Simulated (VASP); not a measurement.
A convergence study with VASP on KI (rock salt): one setting is varied, all else stays as given below, so the limit is that of these other settings. Each run relaxes cell and ions from the cell shown. The basis is that of the starting cell, so low cut-offs carry a Pulay error.

```
KI
1.0
    0.00000     3.53500     3.53500
    3.53500     0.00000     3.53500
    3.53500     3.53500     0.00000
K I
1 1
Cartesian
  0.00000   0.00000   0.00000
  3.53500   3.53500   3.53500
```

All values below come from PBE GGA, VASP's PBE PAW potentials (set 64) (plane waves; VASP 6.6.1). The tightest run used: 700 eV cut-off, 5×5×5 Γ-centred mesh, Gaussian smearing of 0.050 eV, potentials K_sv I.

Gaps are read on the run's mesh, which can miss a band edge.

The settings run are ENCUT = 150; ENCUT = 200; ENCUT = 250; ENCUT = 300; ENCUT = 350; ENCUT = 400; ENCUT = 450; ENCUT = 500; ENCUT = 550; ENCUT = 600; ENCUT = 650; ENCUT = 700. From which on does the relaxed volume stay within 0.1 Å³/atom of the tightest run?

From ENCUT = 400 on: it is off by 0.077 there and by no more than 0.1 in any finer run, while ENCUT = 350 is off by 0.300.
| setting | relaxed volume (Å³/atom) | E (eV/atom) | gap on the mesh (eV) | plane waves | difference judged (Å³/atom) |
|---|---|---|---|---|---|
| ENCUT = 150 | 36.203 | -3.0060 | 4.590 | 377 | 10.261 |
| ENCUT = 200 | 44.080 | -2.7853 | 4.002 | 572 | 2.383 |
| ENCUT = 250 | 46.192 | -2.7817 | 3.861 | 821 | 0.272 |
| ENCUT = 300 | 45.955 | -2.7808 | 3.870 | 1055 | 0.508 |
| ENCUT = 350 | 46.164 | -2.7815 | 3.860 | 1363 | 0.300 |
| ENCUT = 400 | 46.387 | -2.7823 | 3.849 | 1639 | 0.077 |
| ENCUT = 450 | 46.435 | -2.7824 | 3.846 | 1936 | 0.028 |
| ENCUT = 500 | 46.415 | -2.7823 | 3.847 | 2253 | 0.049 |
| ENCUT = 550 | 46.414 | -2.7824 | 3.847 | 2637 | 0.049 |
| ENCUT = 600 | 46.436 | -2.7825 | 3.846 | 2964 | 0.027 |
| ENCUT = 650 | 46.458 | -2.7826 | 3.845 | 3383 | 0.006 |
| ENCUT = 700 | 46.464 | -2.7826 | 3.845 | 3727 | 0.000 |

Left out are rungs that failed or repeat a setting and relaxations that didn't move; long series are thinned to 24 rows.

The compound is KI in the rock salt structure.
